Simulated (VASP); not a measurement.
Energy against volume of PbTe (rock salt). All values below come from MS2 meta-GGA, VASP's PBE PAW potentials (set 64) (plane waves; VASP). Run with 520 eV cut-off, 7×7×7 Γ-centred mesh, Gaussian smearing of 0.050 eV, potentials Te Pb_d.

| V (Å³/atom) | E (eV/atom) |
|---|---|
| 31.550 | 8.32761 |
| 32.557 | 8.31331 |
| 33.564 | 8.30869 |
| 34.570 | 8.31224 |

**Question.** Fit these four points and predict the energy of the run at 35.577 Å³/atom.

**Answer.** A cubic in V^(−2/3), the third-order Birch-Murnaghan form, passes through the four points with V0 = 33.60 Å³/atom and B0 = 43 GPa, and gives 8.3227 eV/atom there. The run gave 8.3228 eV/atom, +0.1 meV/atom from the fit; all five points give B0 = 43 GPa.

The compound is PbTe in the rock salt structure. It was relaxed first.
